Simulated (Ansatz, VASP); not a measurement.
# Two plane-wave programs on Be3Cl5

File INCAR:

```
ALGO     = Normal         # electronic algorithm
EDIFF    = 1E-6           # SCF threshold, eV
EDIFFG   = -0.01          # ionic threshold
ENCUT    = 600            # plane-wave cutoff, eV
GGA      = PE             # functional
IBRION   = 2              # ionic algorithm
ISIF     = 3              # what is computed and relaxed
ISMEAR   = 0              # smearing method
LASPH    = T              # aspherical terms in the spheres
LCHARG   = F              # write CHGCAR
LREAL    = F              # projectors in reciprocal space
LWAVE    = F              # write WAVECAR
NELM     = 60             # most SCF steps
NSW      = 100            # ionic steps
PREC     = Accurate       # precision mode
SIGMA    = 0.1            # smearing width, eV
```

File KPOINTS:

```
k-points
0
Gamma
  8 8 8
```

Contents of POSCAR:

```
Be3Cl5
1.0
    5.3343063134      0.0000000000      0.0000000000
    0.0000000000      5.3343063134      0.0000000000
    0.0000000000      0.0000000000      5.3343063134
Be Cl
3 5
Direct
    0.0000000000      0.5000000000      0.5000000000
    0.5000000000      0.0000000000      0.5000000000
    0.5000000000      0.5000000000      0.0000000000
    0.5000000000      0.0000000000      0.0000000000
    0.0000000000      0.5000000000      0.0000000000
    0.0000000000      0.0000000000      0.5000000000
    0.0000000000      0.0000000000      0.0000000000
    0.5000000000      0.5000000000      0.5000000000
```

Input for Ansatz:

```yaml
crystal:
  lattice:
    - [5.3343063134, 0.0, 0.0]
    - [0.0, 5.3343063134, 0.0]
    - [0.0, 0.0, 5.3343063134]
  atoms:
    - { symbol: Be, position: [0.0, 0.5, 0.5] }
    - { symbol: Be, position: [0.5, 0.0, 0.5] }
    - { symbol: Be, position: [0.5, 0.5, 0.0] }
    - { symbol: Cl, position: [0.5, 0.0, 0.0] }
    - { symbol: Cl, position: [0.0, 0.5, 0.0] }
    - { symbol: Cl, position: [0.0, 0.0, 0.5] }
    - { symbol: Cl, position: [0.0, 0.0, 0.0] }
    - { symbol: Cl, position: [0.5, 0.5, 0.5] }
basis:
  ecutwfc: 420
kpoints:
  mp_grid: { grid: [8, 8, 8] }
hamiltonian:
  xc: pbe
scf:
  occupations: { method: gaussian, width: 0.1 }
output:
  forces: true
  stress: true
  eigenvalues: true
relax:
  adjacent_minimum: "off"
  f_tol: 0.01
  max_steps: 80
  cell: { stress_tol: 0.05 }
```

Alike in both runs: task relaxation of cell and atoms; functional PBE; k mesh 8 × 8 × 8; occupations gaussian, width 0.1 eV; no spin polarisation.

|  | VASP | Ansatz |
| --- | --- | --- |
| version | VASP 6.6.1 | Ansatz 0.2.0 |
| potentials or method | VASP PAW PBE potentials, release 64 (Be, Cl) | scalar-relativistic, plane waves, PAW |
| plane-wave cutoff (eV) | 600 | 420 |
| valence electrons in the cell | 41 | 41 |

Ansatz gave:

| Property | Result |
| --- | --- |
| gap on the k mesh at the Fermi level, each at its own relaxed structure (eV) | none |
| relaxed volume (Å³/atom) | 19.13 |
| relaxed cell length with the largest relative difference (Å) | 5.349 |

**Question.** Which values does VASP return?

**Answer.** gap on the k mesh at the Fermi level, each at its own relaxed structure (eV): none; relaxed volume (Å³/atom): 19.10; relaxed cell length with the largest relative difference (Å): 5.347.

A gap of «none» marks a metal or a gap that the smearing closes.

Caveats: an odd number of electrons without spin polarisation forces a metal; a magnetic or distorted state may lie lower.
